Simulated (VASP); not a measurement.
Calculation: SCAN meta-GGA, VASP's PBE PAW potentials (set 64) (plane waves; VASP).

VASP input:

**POSCAR**
```
Al
1
   -0.0000000000     1.9996216848     1.9996216848
    1.9996216848    -0.0000000000     1.9996216848
    1.9996216848     1.9996216848    -0.0000000000
Al
1
Direct
  0.0000000000   1.0000000000   0.0000000000
```

File KPOINTS:
```
Automatic mesh
0
G
14 14 14
```

**INCAR**
```
ALGO=Normal
EDIFF=1E-6
EDIFFG=-0.01
ENCUT=520
IBRION=2
ISIF=3
ISMEAR=1
LASPH=.TRUE.
LCHARG=.FALSE.
LMIXTAU=.TRUE.
LREAL=.FALSE.
LWAVE=.FALSE.
METAGGA=SCAN
NELM=100
NSW=60
PREC=Accurate
SIGMA=0.1
SYSTEM=Al
```

POTCAR, in this order: Al (PBE.64 set). Program: vasp_std.

Output

OSZICAR:
```
       N       E                     dE             d eps       ncg     rms          rms(c)
DAV:   1    -0.573526001224E+01   -0.57353E+01   -0.82854E+02  1080   0.328E+02
DAV:   2    -0.795194344737E+01   -0.22167E+01   -0.21151E+01  1335   0.337E+01
DAV:   3    -0.796944687075E+01   -0.17503E-01   -0.17503E-01  1365   0.355E+00
DAV:   4    -0.796953360190E+01   -0.86731E-04   -0.86732E-04  1405   0.237E-01
DAV:   5    -0.796953419581E+01   -0.59391E-06   -0.59348E-06  1395   0.161E-02    0.308E+00
DAV:   6    -0.801836385235E+01   -0.48830E-01   -0.15682E-01  1345   0.298E+00    0.207E+00
DAV:   7    -0.805838158656E+01   -0.40018E-01   -0.11100E-01  1225   0.257E+00    0.101E+00
DAV:   8    -0.779968469756E+01    0.25870E+00   -0.16983E-01  1055   0.348E+00    0.224E-01
DAV:   9    -0.773984297109E+01    0.59842E-01   -0.12880E-01  1050   0.451E+00    0.355E-01
DAV:  10    -0.782185131309E+01   -0.82008E-01   -0.16116E-01  1050   0.495E+00    0.195E-01
DAV:  11    -0.773872406412E+01    0.83127E-01   -0.92874E-02  1040   0.346E+00    0.459E-01
DAV:  12    -0.777853254982E+01   -0.39808E-01   -0.16640E-01  1040   0.374E+00    0.477E-01
DAV:  13    -0.780802667114E+01   -0.29494E-01   -0.94889E-02  1040   0.402E+00    0.698E-01
DAV:  14    -0.774514355817E+01    0.62883E-01   -0.96151E-02  1040   0.399E+00    0.669E-01
DAV:  15    -0.775502815430E+01   -0.98846E-02   -0.19624E-02  1150   0.188E+00    0.415E-01
DAV:  16    -0.775473079268E+01    0.29736E-03   -0.11648E-03  1160   0.374E-01    0.353E-01
DAV:  17    -0.774289471538E+01    0.11836E-01   -0.14216E-02  1050   0.150E+00    0.174E-01
DAV:  18    -0.773792639523E+01    0.49683E-02   -0.21979E-02  1040   0.109E+00    0.858E-02
DAV:  19    -0.773894320574E+01   -0.10168E-02   -0.14231E-03  1115   0.446E-01    0.986E-02
DAV:  20    -0.773724305326E+01    0.17002E-02   -0.45570E-03  1045   0.833E-01    0.489E-02
DAV:  21    -0.773707604186E+01    0.16701E-03   -0.12971E-03  1130   0.473E-01    0.112E-02
DAV:  22    -0.773713080670E+01   -0.54765E-04   -0.17942E-04  1080   0.212E-01    0.137E-02
DAV:  23    -0.773707744143E+01    0.53365E-04   -0.68195E-05  1065   0.133E-01    0.892E-03
DAV:  24    -0.773708403354E+01   -0.65921E-05   -0.22901E-05  1070   0.528E-02    0.975E-03
DAV:  25    -0.773709277878E+01   -0.87452E-05   -0.41010E-05  1045   0.872E-02    0.965E-03
DAV:  26    -0.773707731723E+01    0.15462E-04   -0.27242E-05  1040   0.748E-02    0.652E-03
DAV:  27    -0.773707566688E+01    0.16503E-05   -0.65896E-06  1165   0.302E-02    0.409E-03
DAV:  28    -0.773707591716E+01   -0.25028E-06   -0.32856E-07   595   0.812E-03
   1 F= -.77370759E+01 E0= -.77369872E+01  d E =-.773708E+01
       N       E                     dE             d eps       ncg     rms          rms(c)
DAV:   1    -0.773708501173E+01   -0.93449E-05   -0.22081E-04  1315   0.104E-01    0.170E-02
DAV:   2    -0.773710341040E+01   -0.18399E-04   -0.23861E-04  1040   0.128E-01    0.832E-03
DAV:   3    -0.773708696543E+01    0.16445E-04   -0.35197E-05  1040   0.601E-02    0.351E-03
DAV:   4    -0.773709133925E+01   -0.43738E-05   -0.87510E-06  1090   0.328E-02    0.340E-03
DAV:   5    -0.773708924440E+01    0.20949E-05   -0.78849E-05  1040   0.973E-02    0.281E-03
DAV:   6    -0.773708443421E+01    0.48102E-05   -0.12146E-05  1040   0.383E-02    0.750E-04
DAV:   7    -0.773708438223E+01    0.51982E-07   -0.15852E-07   535   0.621E-03
   2 F= -.77370844E+01 E0= -.77370029E+01  d E =-.846506E-05
```

OUTCAR:
```
------------------------ aborting loop because EDIFF is reached ----------------------------------------
  FORCE on cell =-STRESS in cart. coord.  units (eV):
  Direction    XX          YY          ZZ          XY          YZ          ZX
  --------------------------------------------------------------------------------------
  Total       -0.0045481     -0.0045481     -0.0045481     -0.0000000      0.0000000     -0.0000000
  in kB       -0.4548613     -0.4548613     -0.4548613     -0.0000000      0.0000000     -0.0000000
  external PRESSURE =      -0.4548613 kB  Pullay stress =       0.0000000 kB
  volume of cell :       16.02
      direct lattice vectors                 reciprocal lattice vectors
    -0.000000000  2.000825654  2.000825654    -0.249896836  0.249896836  0.249896836
     2.000825654  0.000000000  2.000825654     0.249896836 -0.249896836  0.249896836
     2.000825654  2.000825654 -0.000000000     0.249896836  0.249896836 -0.249896836
 POSITION                                       TOTAL-FORCE (eV/Angst)
 -----------------------------------------------------------------------------------
     -0.00000      2.00083      2.00083        -0.000000     -0.000000      0.000000
 -----------------------------------------------------------------------------------
    total drift:                                0.000000      0.000000     -0.000000
  FREE ENERGIE OF THE ION-ELECTRON SYSTEM (eV)
  ---------------------------------------------------
  free  energy   TOTEN  =        -7.7370843822 eV

  energy  without entropy=       -7.7368398003  energy(sigma->0) =       -7.73700285

 reached required accuracy - stopping structural energy minimisation
```
(Selected blocks of OUTCAR.)

**CONTCAR**
```
Al
   1.00000000000000
    -0.0000000000000000    2.0008256535197653    2.0008256535197653
     2.0008256535197653    0.0000000000000000    2.0008256535197653
     2.0008256535197653    2.0008256535197653   -0.0000000000000000
  Al
     1
Direct
     1.0000000000000000    0.0000000000000000    0.0000000000000000
```

The compound is Al in the fcc structure. This run relaxes it. Symmetry was kept, so distortions that lower it aren't found. The start is the result of an earlier pass.
